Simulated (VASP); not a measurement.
Level of theory: r2SCAN meta-GGA, VASP's PBE PAW potentials (set 64) (plane waves; VASP).

VASP input:

**POSCAR**
```
B2O3
1
    4.3494186150     0.0000000000     0.0000000000
   -2.1747093075     3.7667071061    -0.0000000000
    0.0000000000     0.0000000000     8.3255897030
B O
6 9
Direct
  0.7667541162   0.6038033426   0.7748958409
  0.3961966574   0.1629507736   0.1082288409
  0.8370492264   0.2332458838   0.4415628409
  0.6038033426   0.7667541162   0.2251041591
  0.1629507736   0.3961966574   0.8917711591
  0.2332458838   0.8370492264   0.5584371591
  0.1496690597   0.5501612724   0.4610144496
  0.4498387276   0.5995077874   0.7943474496
  0.4004922127   0.8503309403   0.1276814496
  0.5501612724   0.1496690597   0.5389855504
  0.5995077873   0.4498387276   0.2056525504
  0.8503309403   0.4004922126   0.8723185504
  0.0000000000   0.8449454363   0.6666670000
  0.1550545637   0.1550545637   0.0000000000
  0.8449454363   0.0000000000   0.3333330000
```

### INCAR
```
SYSTEM = B2O3
PREC = Accurate; ENCUT = 520; LREAL = Auto
LASPH = .True.
EDIFF = 1E-6; NELM = 100; ALGO = Normal
LMIXTAU = .True.
ISMEAR = 0; SIGMA = 0.05
METAGGA = R2SCAN
IBRION = 2; NSW = 60; ISIF = 3
EDIFFG = -0.02
LWAVE = .False.; LCHARG = .False.
```

**KPOINTS**
```
Automatic mesh
0
Gamma
5 5 3
0 0 0
```

POTCAR, in this order: B O (PBE.64 set). Program: vasp_std.

Problem. What will the output report for the number of irreducible k-points (NKPTS), number of bands (NBANDS), largest plane-wave count, number of space-group operations, FFT grid (NGX, NGY, NGZ)?

Solution. 
```yaml
number of irreducible k-points (NKPTS): 12
number of bands (NBANDS): 44
largest_plane_wave_count: 3688
number_of_space_group_operations: 6
FFT grid (NGX, NGY, NGZ): 32 × 32 × 64
```

The structure comes from a computed database's B2O3 entry (P3_121); how it stands against other phases isn't given here. This run relaxes it. Symmetry was kept, so distortions that lower it aren't found. The start is the result of an earlier pass.
